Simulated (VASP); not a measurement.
A convergence study with VASP on As (a7): one setting is varied, all else stays as given below, so the limit is that of these other settings.

```xyz
2
Lattice="3.6804 -1.8800 0.0000 3.6804 1.8800 0.0000 2.7200 0.0000 3.1114" Properties=species:S:1:pos:R:3 pbc="T T T"
As     2.2883     0.0000     0.7063
As     7.7924     0.0000     2.4051
```

Level of theory: PBE GGA, VASP's PBE PAW potentials (set 64) (plane waves; VASP 6.6.1). The tightest run used: 550 eV cut-off, 21×21×21 Γ-centred mesh, tetrahedra with Blöchl corrections, potentials As.

| setting | E (eV/atom) | pressure (GPa) | largest force (eV/Å) | irreducible k-points |
|---|---|---|---|---|
| 3×3×3 mesh | -4.7242 | 4.15 | 0.049 | 6 |
| 4×4×4 mesh | -4.6962 | 3.61 | 0.037 | 13 |
| 5×5×5 mesh | -4.6853 | 3.18 | 0.111 | 19 |
| 6×6×6 mesh | -4.6762 | 3.65 | 0.214 | 32 |
| 7×7×7 mesh | -4.6712 | 3.41 | 0.256 | 44 |
| 8×8×8 mesh | -4.6653 | 3.62 | 0.273 | 65 |
| 9×9×9 mesh | -4.6643 | 3.55 | 0.288 | 85 |
| 10×10×10 mesh | -4.6618 | 3.57 | 0.298 | 116 |
| 11×11×11 mesh | -4.6612 | 3.59 | 0.293 | 146 |

Task: These are the cheaper rows. Estimate the results at 21×21×21 mesh, and how far the last row shown lies from them.

Result: 
```tsv
quantity	tightest run	last row shown is off by
E (eV/atom)	-4.6598	-0.0013
pressure (GPa)	3.61	-0.01
largest force (eV/Å)	0.280	0.013
```

Left out are rungs that failed or repeat a setting and relaxations that didn't move; long series are thinned to 24 rows.

The compound is As in the a7 structure. The cell was not relaxed at this level.
